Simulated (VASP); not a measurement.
The system is SnGe26.

```
CELL_PARAMETERS angstrom
0.00000 8.52000 8.52000
8.52000 0.00000 8.52000
8.52000 8.52000 0.00000
ATOMIC_POSITIONS crystal
Ge 0.00000 0.00000 0.00000
Ge 0.08333 0.08333 0.08333
Ge 0.00000 0.00000 0.33333
Ge 0.08333 0.08333 0.41667
Ge 0.00000 0.00000 0.66667
Ge 0.08333 0.08333 0.75000
Ge 0.00000 0.33333 0.00000
Ge 0.08333 0.41667 0.08333
Ge 0.08333 0.41667 0.41667
Ge 0.00000 0.33333 0.66667
Ge 0.08333 0.41667 0.75000
Ge 0.00000 0.66667 0.00000
Ge 0.08333 0.75000 0.08333
Ge 0.00000 0.66667 0.33333
Ge 0.08333 0.75000 0.41667
Ge 0.00000 0.66667 0.66667
Ge 0.08333 0.75000 0.75000
Ge 0.33333 0.00000 0.00000
Ge 0.41667 0.08333 0.08333
Ge 0.33333 0.00000 0.33333
Ge 0.41667 0.08333 0.41667
Ge 0.33333 0.00000 0.66667
Ge 0.41667 0.08333 0.75000
Ge 0.33333 0.33333 0.00000
Ge 0.41667 0.41667 0.08333
Ge 0.33333 0.33333 0.33333
Ge 0.41667 0.41667 0.41667
Ge 0.33333 0.33333 0.66667
Ge 0.41667 0.41667 0.75000
Ge 0.33333 0.66667 0.00000
Ge 0.41667 0.75000 0.08333
Ge 0.33333 0.66667 0.33333
Ge 0.41667 0.75000 0.41667
Ge 0.33333 0.66667 0.66667
Ge 0.41667 0.75000 0.75000
Ge 0.75000 0.08333 0.08333
Ge 0.66667 0.00000 0.33333
Ge 0.75000 0.08333 0.41667
Ge 0.66667 0.00000 0.66667
Ge 0.75000 0.08333 0.75000
Ge 0.66667 0.33333 0.00000
Ge 0.75000 0.41667 0.08333
Ge 0.66667 0.33333 0.33333
Ge 0.75000 0.41667 0.41667
Ge 0.66667 0.33333 0.66667
Ge 0.75000 0.41667 0.75000
Ge 0.66667 0.66667 0.00000
Ge 0.75000 0.75000 0.08333
Ge 0.66667 0.66667 0.33333
Ge 0.75000 0.75000 0.41667
Ge 0.66667 0.66667 0.66667
Ge 0.75000 0.75000 0.75000
Sn 0.00000 0.33333 0.33333
Sn 0.66667 0.00000 0.00000
```

The cell was built by a generator and needn't be a form met in nature.

```yaml
Program: VASP 6.6.1
Task: relaxation of cell and atoms
Functional: PBEsol
Potentials_or_basis: VASP PAW PBE potentials, release 64 (Ge, Sn)
Cutoff: 350 eV
k_mesh: 2 × 2 × 2
Occupations: gaussian, width 0.05 eV
Spin: no spin polarisation
```

At the start: pressure 2.3 GPa; volume 22.91 Å³/atom.

**Question.** Where does the relaxation end?

**Answer.** Over 11 steps the energy falls by 17.7 meV/atom and the volume is 23.62 Å³/atom (+3.1 %); space group R3m (No. 160, to 0.05 Å).

The path:
```
step  energy change (eV)  largest force (eV/Å)  pressure (GPa)  volume (Å³)
   1              0.0000                1.5964            2.32      1236.94
   2             -0.7973                0.3819           -0.99      1297.19
   3             -0.8037                0.4685           -0.74      1291.81
   4             -0.9304                0.1520           -0.12      1278.12
   5             -0.9443                0.1115            0.17      1271.90
   6             -0.9536                0.0443            0.00      1275.24
   7             -0.9542                0.0499           -0.05      1276.33
   8             -0.9556                0.0249            0.00      1275.25
   9             -0.9558                0.0136            0.03      1274.76
  10             -0.9558                0.0121            0.03      1274.70
  11             -0.9560                0.0076           -0.01      1275.45
```

Final structure:
```
Ge Sn
1.0
    -0.00566    8.60468    8.60468
     8.60468   -0.00566    8.60468
     8.60468    8.60468   -0.00566
Ge Sn
52 2
Direct
  0.00181 0.99994 0.99994
  0.08371 0.08322 0.08322
  0.99993 0.99820 0.33326
  0.08733 0.07147 0.42066
  0.00169 0.99818 0.66680
  0.08355 0.08357 0.74982
  0.99993 0.33326 0.99820
  0.08733 0.42066 0.07147
  0.08727 0.42061 0.42061
  0.00006 0.33339 0.66835
  0.08329 0.41662 0.75015
  0.00169 0.66680 0.99818
  0.08355 0.74982 0.08357
  0.00006 0.66835 0.33339
  0.08329 0.75015 0.41662
  0.00010 0.66651 0.66651
  0.08314 0.74999 0.74999
  0.33169 0.99982 0.99982
  0.40468 0.08726 0.08726
  0.33347 0.99818 0.33503
  0.41649 0.08357 0.41688
  0.33343 0.99987 0.66676
  0.41657 0.08376 0.74991
  0.33347 0.33503 0.99818
  0.41649 0.41688 0.08357
  0.33501 0.33339 0.33339
  0.41682 0.41662 0.41662
  0.33318 0.33343 0.66651
  0.41666 0.41647 0.74999
  0.33343 0.66676 0.99987
  0.41657 0.74991 0.08376
  0.33318 0.66651 0.33343
  0.41666 0.74999 0.41647
  0.33330 0.66663 0.66663
  0.41666 0.74999 0.74999
  0.75397 0.08731 0.08731
  0.66660 0.99994 0.33515
  0.74989 0.08322 0.41704
  0.66648 0.99982 0.66502
  0.75392 0.08726 0.73801
  0.66660 0.33515 0.99994
  0.74989 0.41704 0.08322
  0.66486 0.33326 0.33326
  0.73814 0.42066 0.42066
  0.66485 0.33503 0.66680
  0.75024 0.41688 0.74982
  0.66648 0.66502 0.99982
  0.75392 0.73801 0.08726
  0.66485 0.66680 0.33503
  0.75024 0.74982 0.41688
  0.66654 0.66676 0.66676
  0.75043 0.74991 0.74991
  0.99996 0.33330 0.33330
  0.66663 0.99996 0.99996
```

Caveat: the PAW data sets were made with another functional, which shifts forces and pressure a little.
